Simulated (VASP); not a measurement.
Here is the system:

```xyz
4
Lattice="4.0728 0.0000 0.0000 0.0000 4.0728 0.0000 0.0000 0.0000 4.0728" Properties=species:S:1:pos:R:3 pbc="T T T"
Sc     0.0000     0.0000     0.0000
Al     0.0000     2.0364     2.0364
Al     2.0364     0.0000     2.0364
Al     2.0364     2.0364     0.0000
```

All values below come from PBEsol GGA, VASP's PBE PAW potentials (set 64) (plane waves; VASP). Settings: 530 eV cut-off, 8×8×8 Γ-centred mesh, first-order Methfessel-Paxton smearing of 0.10 eV, potentials Sc_sv Al.

Finite-difference elastic constants of metals are sensitive to mesh and smearing; shear constants can be off by tens of GPa.

### Question
Give the elastic stiffness tensor with the ions relaxed (GPa, in the frame of the cell).

### Answer

|  | xx | yy | zz | yz | xz | xy |
|---|---|---|---|---|---|---|
| xx | 184 | 45.4 | 45.4 | 0.0 | 0.0 | 0.0 |
| yy | 45.4 | 184 | 45.4 | 0.0 | 0.0 | 0.0 |
| zz | 45.4 | 45.4 | 184 | 0.0 | 0.0 | 0.0 |
| yz | 0.0 | 0.0 | 0.0 | 71.8 | 0.0 | 0.0 |
| xz | 0.0 | 0.0 | 0.0 | 0.0 | 71.8 | 0.0 |
| xy | 0.0 | 0.0 | 0.0 | 0.0 | 0.0 | 71.8 |

### Question
What does the run give for the Hill bulk modulus, Hill shear modulus, Young's modulus, Poisson's ratio?

### Answer

```
Quantity               Value
------------------  --------
Hill bulk modulus   91.5 GPa
Hill shear modulus  70.7 GPa
Young's modulus      169 GPa
Poisson's ratio        0.193
```

The compound is Al3Sc in the L1_2 structure. It was relaxed first.
